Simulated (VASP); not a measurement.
VASP ran on this input.

### POSCAR
```
ErBi
1
    4.0311930000    -2.9459380000     0.0000000000
    4.0311930000     2.9459380000     0.0000000000
   -1.4631760000     0.0000000000     8.7062520000
Er Bi
2 2
Direct
  0.0000000000   0.5000000000   0.0000000000
  0.5000000000   0.0000000000   0.5000000000
  0.5816000000   0.4184000000   0.2500000000
  0.4184000000   0.5816000000   0.7500000000
```

KPOINTS:
```
Automatic mesh
0
Gamma
5 5 3
0 0 0
```

**INCAR**
```
SYSTEM = ErBi
PREC = Accurate
ENCUT = 400
EDIFF = 1E-6
NELM = 100
ALGO = Normal
LREAL = .FALSE.
LASPH = .TRUE.
ISMEAR = 1
SIGMA = 0.1
LMAXMIX = 6
LWAVE = .FALSE.
LCHARG = .FALSE.
ISIF = 2
METAGGA = R2SCAN
LEPSILON = .TRUE.
```

POTCAR, in this order: Er_3 Bi_d (PBE.64 set). Program: vasp_std.

What happens when VASP runs on this input?

There is a fault: LEPSILON was set with a meta-GGA. VASP stops with an error: You have switched on METAGGA and linear-response routines. This combination is currently not supported. If you have selected LEPSILON=.TRUE., you can try using LCALCEPS=.TRUE. instead. In all other cases, VASP will stop. SOOO sorry... ----> I REFUSE TO CONTINUE WITH THIS SICK JOB ... BYE!!! <----

**standard output**
```
 POSCAR found type information on POSCAR ErBi
 POSCAR found :  2 types and       4 ions
 Reading from existing POTCAR
 Reading from existing POTCAR

 -----------------------------------------------------------------------------
|                                                                             |
|               ----> ADVICE to this user running VASP <----                  |
|                                                                             |
|     You enforced a specific xc type in the INCAR file but a different       |
|     type was found in the POTCAR file.                                      |
|     I HOPE YOU KNOW WHAT YOU ARE DOING!                                     |
|                                                                             |
 -----------------------------------------------------------------------------

 LDA part: xc-table for (None), standard interpolation
 POSCAR, INCAR and KPOINTS ok, starting setup
 WAVECAR not read
 entering main loop
       N       E                     dE             d eps       ncg     rms          rms(c)
DAV:   1     0.227792063269E+03    0.22779E+03   -0.21106E+04  2072   0.143E+03
DAV:   2    -0.156066555904E+03   -0.38386E+03   -0.37868E+03  2268   0.662E+02
DAV:   3    -0.193047608143E+03   -0.36981E+02   -0.35666E+02  2276   0.170E+02
DAV:   4    -0.195253080449E+03   -0.22055E+01   -0.21599E+01  2280   0.494E+01
DAV:   5    -0.195373384351E+03   -0.12030E+00   -0.11880E+00  2496   0.128E+01    0.187E+01
DAV:   6    -0.184524700351E+03    0.10849E+02   -0.47197E+00  1936   0.238E+01    0.109E+01
DAV:   7    -0.184737338115E+03   -0.21264E+00   -0.26756E+00  2464   0.117E+01    0.400E+00
DAV:   8    -0.184716746876E+03    0.20591E-01   -0.44473E-01  1928   0.526E+00    0.491E-01
DAV:   9    -0.184720081062E+03   -0.33342E-02   -0.31834E-02  2608   0.153E+00    0.318E-01
DAV:  10    -0.184720421508E+03   -0.34045E-03   -0.41733E-03  1920   0.478E-01    0.810E-02
DAV:  11    -0.184721049415E+03   -0.62791E-03   -0.11392E-03  2408   0.238E-01    0.398E-02
DAV:  12    -0.184721052026E+03   -0.26118E-05   -0.16970E-04  1888   0.118E-01    0.971E-03
DAV:  13    -0.184721055050E+03   -0.30237E-05   -0.24860E-05  2280   0.427E-02    0.369E-03
DAV:  14    -0.184721056144E+03   -0.10939E-05   -0.45603E-06  1424   0.185E-02    0.175E-03
DAV:  15    -0.184721056155E+03   -0.10617E-07   -0.46629E-07   976   0.105E-02
   1 F= -.18472106E+03 E0= -.18472129E+03  d E =0.695895E-03

 -----------------------------------------------------------------------------
|                                                                             |
|     EEEEEEE  RRRRRR   RRRRRR   OOOOOOO  RRRRRR      ###     ###     ###     |
|     E        R     R  R     R  O     O  R     R     ###     ###     ###     |
|     E        R     R  R     R  O     O  R     R     ###     ###     ###     |
|     EEEEE    RRRRRR   RRRRRR   O     O  RRRRRR       #       #       #      |
|     E        R   R    R   R    O     O  R   R                               |
|     E        R    R   R    R   O     O  R    R      ###     ###     ###     |
|     EEEEEEE  R     R  R     R  OOOOOOO  R     R     ###     ###     ###     |
|                                                                             |
|     You have switched on METAGGA and linear-response routines. This         |
|     combination is currently not supported. If you have selected            |
|     LEPSILON=.TRUE., you can try using LCALCEPS=.TRUE. instead. In all      |
|     other cases, VASP will stop. SOOO sorry...                              |
|                                                                             |
|       ---->  I REFUSE TO CONTINUE WITH THIS SICK JOB ... BYE!!! <----       |
|                                                                             |
 -----------------------------------------------------------------------------
```

To mend it, use a GGA with LEPSILON, or finite fields (LCALCEPS) with the meta-GGA. The plain static run on this cell (PBE GGA, plane waves, VASP's PBE PAW potentials (set 64)) converges, and its OSZICAR ends with
```
   1 F= -.16283432E+02 E0= -.16283764E+02  d E =0.993496E-03
```

The structure was generated: ErBi was put into the tenorite type (C2/c), which need not be its known phase. The cell was not relaxed at this level. The 4f electrons are frozen in the core of the lanthanide potential, so 4f levels, which can set the real gap, and their magnetism are missing.
